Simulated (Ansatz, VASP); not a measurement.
# WS2 (Tungstenite): VASP beside Ansatz

Wanted: the spread between two codes on one cell, functional and k mesh. The cell is taken from a series of runs on this material, whose earlier steps may have relaxed, scaled, displaced or heated it; both programs get it as it stands.

Main program and level: Ansatz 0.2.0; plane waves, with VASP 6.6.1 beside it; single point at LDA, spin-orbit coupling.

## (1) Set-up

It takes space group P6_3/mmc (No. 194, hexagonal). Conventional cell: a = 3.180 Å, b = 3.180 Å, c = 12.500 Å, α = 90.00°, β = 90.00°, γ = 120.00°. W has 6 S at 2.41 Å nearest. Nearest to S lie 3 W at 2.41 Å. Farther neighbours and most contacts between anions are not listed.

## (2) Ansatz: single point, LDA, spin-orbit coupling

Ansatz runs on its PAW fully relativistic soft_1 files.

A single point gives forces, pressure and levels at one fixed geometry, so differences don't come from the geometry; what else differs is listed under the comparison.

input.yaml

```yaml
crystal:
  lattice:
    - [3.18, 0.0, 0.0]
    - [-1.59, 2.753960784, 0.0]
    - [0.0, 0.0, 12.5]
  atoms:
    - { symbol: W, position: [0.3333333333, 0.6666666667, 0.25] }
    - { symbol: W, position: [0.6666666667, 0.3333333333, 0.75] }
    - { symbol: S, position: [0.3333333333, 0.6666666667, 0.625] }
    - { symbol: S, position: [0.6666666667, 0.3333333333, 0.125] }
    - { symbol: S, position: [0.3333333333, 0.6666666667, 0.875] }
    - { symbol: S, position: [0.6666666667, 0.3333333333, 0.375] }
kpoints:
  mp_grid: { grid: [6, 6, 2] }
  band_path:
    path:
      - [[0.0, 0.0, 0.0], [0.5, 0.0, 0.0], [0.33333333, 0.33333333, 0.0], [0.0, 0.0, 0.0], [0.0, 0.0, 0.5], [0.5, 0.0, 0.5], [0.33333333, 0.33333333, 0.5], [0.0, 0.0, 0.5]]
      - [[0.5, 0.0, 0.5], [0.5, 0.0, 0.0]]
      - [[0.33333333, 0.33333333, 0.5], [0.33333333, 0.33333333, 0.0]]
    npoints: 10
hamiltonian:
  xc: lda
  pseudopotentials: { kind: paw_fr, azcp: { folder: soft_1 }, xc_functional: pbe }
scf:
  occupations: { method: fermi_dirac, width: 0.02 }
  n_extra_bands: 12
magnetization:
  noncollinear: true
  spin_orbit: true
output:
  eigenvalues: true
  forces: true
  stress: true
```

The run is started by

```bash
$ ansatz run input.yaml --threads 3 --pin off --max-ram 92160MiB --backend cuda --events-out ev --progress --plain --runs-dir out --devices 1 --max-vram 13GiB
```

Numbers of over 12 decimals in the logs are rounded to 6 here.

What it wrote:

```text
scf.n_extra_bands = 12 over 52 filled bands (N_el = 52.0): the run solves 64 bands
GPUs: using 1 of 1 available (devices: 1).
Engine: ansatz 0.2.0, x86_64-unknown-linux-gnu
Pseudopotentials: kind: paw_fr
Pseudopotential: W, paw, valence charge 14, recommended cutoff 420 eV (normal), soft_1/W.paw.azcp
Pseudopotential: S, paw, valence charge 6, recommended cutoff 420 eV (normal), soft_1/S.paw.azcp
Functional definition: SPW92
  exchange = slater_x
  correlation = pw_c
non-collinear run that drives no moment, with spin-orbit: no starting moment large enough to seed its density (crystal.atoms[].spin), no starting occupations that ask for one, no magnetisation constraint and no magnetic field, so the semilocal B_xc is pinned to zero
device memory: the entry about to start is reckoned to put 5.7 GiB on a device that reports 49.2 GiB free (of which the cap on the GPU budget leaves the run 13.0 GiB)
GPU FFT provider: cuFFT
GPU libraries: cuBLAS 13.8.2, cuFFT 12.4.0, cuSOLVER 12.3.4
Crystal: 6 atoms, lattice volume = 109.470 Å³
Basis set: ecut = 420 eV, 2129 PW (Γ)
Bands: 64, of which v1, the nominal top of the filled ones, is band 52 counted from 1 (51 counted from 0)
Symmetry: 24 space group operations + 24 with time reversal
Magnetic group: BNS 194.264 (UNI 1494), of the structure as read, at distance tolerance 4.8e-5 Å
k-points: 14 of 72
Projection manifold: j_resolved (fully-relativistic pseudo-atomic orbitals)
Non-local potential: W, projectors of the file, resolved by j, l = 0: 3, l = 1: 4, l = 2: 4, l = 3: 2
Non-local potential: S, projectors of the file, resolved by j, l = 0: 2, l = 1: 4, l = 2: 2
PAW form: soft (Blöchl's): semilocal exchange-correlation on the pseudo side does not see the compensation charge
PAW frozen core: W, regenerated for the run's functional, and the local potential with it (the file was generated under x = pbe(κ = 0.804, μ = 0.219515), c = pbe(β = 0.066725))
PAW frozen core: S, regenerated for the run's functional, and the local potential with it (the file was generated under x = pbe(κ = 0.804, μ = 0.219515), c = pbe(β = 0.066725))
PAW one-centre angular grid: W, 590 points (default); XC on 64 Gauss nodes
PAW one-centre angular grid: S, 110 points (default); XC on 64 Gauss nodes
Initial density: superposition of atomic densities (chi_scale 0.1, normalization cell, long waves kept (reshape's long-wave potential 0.03 eV rms))
Initial wavefunctions: pseudopotential atomic-orbital guess
GPU buffer pool allocated for 51840 grid points (all kernels)
GPU transforms: local potential and band sums: pruned to the plane-wave sphere, on 24×24×90
Functional: x = slater, c = lda
SCF iter   1: F=—  HF=-23793.215862 eV  |F-HF|=—  |Δ(HF+E_count)|=         —  Δρ=3.99e-2  dr2=3.01e0  dr2_m=0.00e0 (ungated)  ethr=3.10e-3  |M|=0.00e0 ∫|m|=0.00e0 μB  |m|>n=0.0e0 m-floor=0.0e0 τ_xc=0.0e0  β_m=0.30  ⟨swp⟩=7.1  Hψ=2415  notcnv=0
preconditioner: auto → Resta (q_TF=auto, 2.410 Å⁻¹)  ε∞=7.3  [insulator: Δε(μ)=0.751 eV  Ē_g=8.451 eV  σ=0.020 eV  W_gap=1.00  n_scr=26 (ndim 8)  ℏωp=21.3 eV  f_vac=0.004  D(μ)=0.00/eV (n_scr^D=0)  ε∞_Penn≈7.3]
spin=Noncollinear: Resta preconditioning applied to the charge; magnetization (m_x, m_y, m_z) channels mix plain (no charge-response kernel on spin).
SCF iter   2: F=—  HF=-23792.756901 eV  |F-HF|=—  |Δ(HF+E_count)|=   4.59e-1  Δρ=2.95e-2  dr2=1.68e0  dr2_m=0.00e0 (ungated)  ethr=3.10e-3  |M|=0.00e0 ∫|m|=0.00e0 μB  |m|>n=0.0e0 m-floor=0.0e0 τ_xc=0.0e0  β_m=0.65  ⟨swp⟩=1.0  Hψ=518  notcnv=0
SCF iter   3: F=—  HF=-23792.276671 eV  |F-HF|=—  |Δ(HF+E_count)|=   4.80e-1  Δρ=6.43e-3  dr2=6.06e-2  dr2_m=0.00e0 (ungated)  ethr=3.10e-3  |M|=0.00e0 ∫|m|=0.00e0 μB  |m|>n=0.0e0 m-floor=0.0e0 τ_xc=0.0e0  β_m=0.82  ⟨swp⟩=3.0  Hψ=847  notcnv=0
SCF iter   4: F=—  HF=-23792.265800 eV  |F-HF|=—  |Δ(HF+E_count)|=   1.09e-2  Δρ=2.39e-3  dr2=3.00e-2  dr2_m=0.00e0 (ungated)  ethr=1.17e-4  |M|=0.00e0 ∫|m|=0.00e0 μB  |m|>n=0.0e0 m-floor=0.0e0 τ_xc=0.0e0  β_m=0.77  ⟨swp⟩=3.4  Hψ=930  notcnv=0  defer=82
SCF iter   5: F=—  HF=-23792.263039 eV  |F-HF|=—  |Δ(HF+E_count)|=   2.76e-3  Δρ=1.45e-3  dr2=6.28e-3  dr2_m=0.00e0 (ungated)  ethr=5.78e-5  |M|=0.00e0 ∫|m|=0.00e0 μB  |m|>n=0.0e0 m-floor=0.0e0 τ_xc=0.0e0  β_m=0.73  ⟨swp⟩=2.0  Hψ=602  notcnv=0  defer=82
SCF iter   6: F=—  HF=-23792.261507 eV  |F-HF|=—  |Δ(HF+E_count)|=   1.53e-3  Δρ=4.05e-4  dr2=6.53e-4  dr2_m=0.00e0 (ungated)  ethr=1.21e-5  |M|=0.00e0 ∫|m|=0.00e0 μB  |m|>n=0.0e0 m-floor=0.0e0 τ_xc=0.0e0  β_m=0.87  ⟨swp⟩=2.0  Hψ=643  notcnv=0  defer=82
SCF iter   7: F=—  HF=-23792.261567 eV  |F-HF|=—  |Δ(HF+E_count)|=   6.04e-5  Δρ=6.28e-5  dr2=7.42e-6  dr2_m=0.00e0 (ungated)  ethr=1.26e-6  |M|=0.00e0 ∫|m|=0.00e0 μB  |m|>n=0.0e0 m-floor=0.0e0 τ_xc=0.0e0  β_m=0.93  ⟨swp⟩=2.0  Hψ=605  notcnv=0  defer=82
SCF iter   8: F=—  HF=-23792.261363 eV  |F-HF|=—  |Δ(HF+E_count)|=   2.04e-4  Δρ=2.12e-5  dr2=1.44e-6  dr2_m=0.00e0 (ungated)  ethr=1.43e-8  |M|=0.00e0 ∫|m|=0.00e0 μB  |m|>n=0.0e0 m-floor=0.0e0 τ_xc=0.0e0  β_m=0.97  ⟨swp⟩=3.2  Hψ=929  notcnv=0  defer=82
SCF iter   9: F=-23792.261363 eV  HF=-23792.261363 eV  |F-HF|=1.43e-9  |Δ(HF+E_count)|=   5.74e-8  Δρ=2.33e-6  dr2=7.96e-9  dr2_m=0.00e0 (ungated)  ethr=1.92e-10  |M|=0.00e0 ∫|m|=0.00e0 μB  |m|>n=0.0e0 m-floor=0.0e0 τ_xc=0.0e0  ⟨swp⟩=12.1  Hψ=2490  notcnv=0
SCF 1 converged in 9 iterations: F = -23792.261363 eV  dr2 = 7.96e-9
  greatest PAW one-centre occupation: 0.999 electrons in one spin orbital (limit 2), on the W atom at site 1 (counted from 0), in its partial waves of l = 0
device memory: the entry about to start is reckoned to put 4.4 GiB on a device that reports 49.2 GiB free (of which the cap on the GPU budget leaves the run 13.0 GiB)
NSCF: frozen V_eff on 93 k-points
SCF converged after 9 iterations
Magnetization: |M| = 0.0000 μB,  M = (+0.0000, +0.0000, +0.0000) μB
Absolute magnetization: 0.0000 μB (∫|m|)
  site 0: m = (+0.0000, +0.0000, +0.0000) μB, |m| = 0.0000 μB  (R = 0.99 Å)
  site 1: m = (+0.0000, +0.0000, +0.0000) μB, |m| = 0.0000 μB  (R = 0.99 Å)
  site 2: m = (+0.0000, +0.0000, +0.0000) μB, |m| = 0.0000 μB  (R = 0.99 Å)
  site 3: m = (+0.0000, +0.0000, +0.0000) μB, |m| = 0.0000 μB  (R = 0.99 Å)
  site 4: m = (+0.0000, +0.0000, +0.0000) μB, |m| = 0.0000 μB  (R = 0.99 Å)
  site 5: m = (+0.0000, +0.0000, +0.0000) μB, |m| = 0.0000 μB  (R = 0.99 Å)
Free energy (F): -23792.261363 eV
Harris-Foulkes:  -23792.261363 eV  (|F-HF|=1.43e-9)
Internal energy: -23792.261363 eV  (E = F + TS)
E sigma→0 (E₀):  -23792.261363 eV
Fermi energy:    11.404018 eV
--- Per-component energies (eV) ---
  E_band       = -417.366351
  E_kinetic    = 1268.774119
  E_local      = -3566.833432  (includes V_loc(G=0)·N_el)
  E_nonlocal   = 96.564133
  E_hartree    = 1476.771331
  E_xc         = -884.818811
  E_vxc        = -795.259896  (∫ρ·V_xc dr)
  E_paw        = -18996.153159  (= ΣΔE_a)
  E_vpaw       = -374.158691  (= ΣTr[D̂ρ^β])
  E_aug_tail   = 0.000305  (compensation charges beyond the density's cutoff)
  E_ewald      = -3187.763116
  E_core_change = 1.197267  (= ΣΔE_core)
  E_smearing   = -0.000000  (= −TS)
  E_closure    = -0.000000  (closes the sum)
  Σ components = -23792.261363   (vs F -23792.261363, Δ=0.00e0)
--- Forces (eV/Å), atoms counted from 1 ---
  atom   1  W     -0.00000000     0.00000000    -0.00000000
  atom   2  W      0.00000000    -0.00000000     0.00000000
  atom   3  S      0.00000000     0.00000000     0.34666459
  atom   4  S      0.00000000    -0.00000000     0.34666459
  atom   5  S     -0.00000000     0.00000000    -0.34666459
  atom   6  S     -0.00000000    -0.00000000    -0.34666459
  max |Σ_I F_I| component: 4.05e-18 eV/Å
--- Stress (GPa, compression-positive) ---
       -6.256433       0.000000       0.000000
        0.000000      -6.256433       0.000000
        0.000000       0.000000      -4.293414
  P = ⅓ Tr σ = -5.6021 GPa (-56.021 kbar)
--- Band table (eV; the first three rows and the last of 14) ---
  k-point 0: bands = [... 48 lower, 9.8330, 9.8330, 10.9602, 10.9602, 13.0880, 13.0880, 13.1063, 13.1063, ... 8 higher]
  k-point 1: bands = [... 48 lower, 10.6540, 10.6540, 10.6540, 10.6540, 13.0941, 13.0941, 13.0941, 13.0941, ... 8 higher]
  k-point 2: bands = [... 48 lower, 9.7563, 9.7563, 10.1440, 10.1440, 12.4262, 12.4262, 12.8602, 12.8602, ... 8 higher]
  k-point 13: bands = [... 48 lower, 10.0521, 10.0521, 10.4796, 10.4796, 12.0350, 12.0350, 12.0657, 12.0657, ... 8 higher]
```

Reading the cycles: dr2 is the Hartree energy of the density residual (eV), the measure of convergence; HF is the Harris–Foulkes estimate of the energy, which meets the free energy F at convergence.

## (3) VASP: single point, LDA, spin-orbit coupling

The same cell, functional (in two slightly different forms), mesh and smearing now go to VASP, with its own data sets.

Lines of VASP's logs that name or quote its potential files are left out, and so is its time.

INCAR

```
SYSTEM = WS2
PREC = Accurate
ENCUT = 600
EDIFF = 1E-06
NELM = 200
ISMEAR = -1
SIGMA = 0.02
LREAL = .FALSE.
ALGO = Normal
GGA = PW92
LNONCOLLINEAR = .TRUE.
MAGMOM = 0 0 0 0 0 0 0 0 0 0 0 0 0 0 0 0 0 0
NBANDS = 48
GGA_COMPAT = .FALSE.
LASPH = .TRUE.
LSORBIT = .TRUE.
LMAXMIX = 4
LORBIT = 11
LWAVE = .FALSE.
LCHARG = .FALSE.
ISIF = 2
EFERMI = MIDGAP
KPAR = 2
```

POSCAR

```
WS2
1.0
    3.1800000000      0.0000000000      0.0000000000
   -1.5900000000      2.7539607840      0.0000000000
    0.0000000000      0.0000000000     12.5000000000
W S
2 4
Direct
    0.3333333334      0.6666666668      0.2500000000
    0.6666666668      0.3333333334      0.7500000000
    0.3333333334      0.6666666668      0.6250000000
    0.6666666668      0.3333333334      0.1250000000
    0.3333333334      0.6666666668      0.8750000000
    0.6666666668      0.3333333334      0.3750000000
```

KPOINTS

```
Automatic mesh
0
Gamma
6 6 2
0 0 0
```

Potentials, in the order of the species: W and S (LDA family, release 64).

The run is started by

```bash
$ mpirun -np 2 vasp_ncl
```

What it wrote:

```text
[banner, memory and clock lines left out]
running    2 mpi-ranks, on    1 nodes
 distrk:  each k-point on    1 cores,    2 groups
 distr:  one band on    1 cores,    1 groups

 POSCAR found type information on POSCAR W S
 POSCAR found :  2 types and       6 ions
|                                                                             |
|               ----> ADVICE to this user running VASP <----                  |
|                                                                             |
|     You enforced a specific xc type in the INCAR file but a different       |
|     [... a line on the potential file left out ...]
|     I HOPE YOU KNOW WHAT YOU ARE DOING!                                     |
|                                                                             |

 LDA part: xc-table for (Slater(with rela. corr.)+PW92), standard interpolation
 POSCAR, INCAR and KPOINTS ok, starting setup
 FFT: planning ... GRIDC
 FFT: planning ... GRID_SOFT
 FFT: planning ... GRID
 WAVECAR not read
 entering main loop
       N       E                     dE             d eps       ncg     rms          rms(c)
DAV:   1     0.199181492173E+03    0.19918E+03   -0.17495E+04  1344   0.149E+03
DAV:   2    -0.369420751430E+02   -0.23612E+03   -0.22642E+03  1720   0.286E+02
DAV:   3    -0.551858109783E+02   -0.18244E+02   -0.18009E+02  1696   0.773E+01
DAV:   4    -0.557125337980E+02   -0.52672E+00   -0.52350E+00  1880   0.135E+01
DAV:   5    -0.557258100451E+02   -0.13276E-01   -0.13256E-01  1752   0.203E+00    0.389E+01
DAV:   6    -0.533664875787E+02    0.23593E+01   -0.10525E+01  1864   0.158E+01    0.175E+01
DAV:   7    -0.530610372329E+02    0.30545E+00   -0.33289E+00  1736   0.106E+01    0.871E+00
DAV:   8    -0.529210779797E+02    0.13996E+00   -0.43923E-01  1736   0.413E+00    0.146E+00
DAV:   9    -0.529145303534E+02    0.65476E-02   -0.71028E-02  1848   0.143E+00    0.634E-01
DAV:  10    -0.529130974863E+02    0.14329E-02   -0.79973E-03  1712   0.500E-01    0.361E-01
DAV:  11    -0.529126496363E+02    0.44785E-03   -0.27651E-03  1776   0.262E-01    0.240E-01
DAV:  12    -0.529125791835E+02    0.70453E-04   -0.60218E-04  1832   0.137E-01    0.856E-02
DAV:  13    -0.529125850725E+02   -0.58890E-05   -0.63445E-05  1712   0.504E-02    0.698E-02
DAV:  14    -0.529125835262E+02    0.15463E-05   -0.31013E-06  1720   0.876E-03    0.439E-02
DAV:  15    -0.529125820722E+02    0.14540E-05   -0.39143E-06  1672   0.876E-03    0.139E-02
DAV:  16    -0.529125819030E+02    0.16922E-06   -0.36028E-07   936   0.343E-03
   1 F= -.52912582E+02 E0= -.52912582E+02  d E =-.583955E-11  mag=    -0.0000    -0.0000    -0.0000
```

[end of part 1 of 2]

[Lines on the potential files, build, host, timing and source positions are cut from VASP's logs without a mark.]

[Logs are printed without paths, hosts, clocks, repeated set-up lines and the standing remarks that a program may print on its own settings, such as how far it seeks lower states.]

[Hosts, paths, dates, database ids (printed as entryN), source tags and the programs' standing remarks are cut or masked in the printed files.]
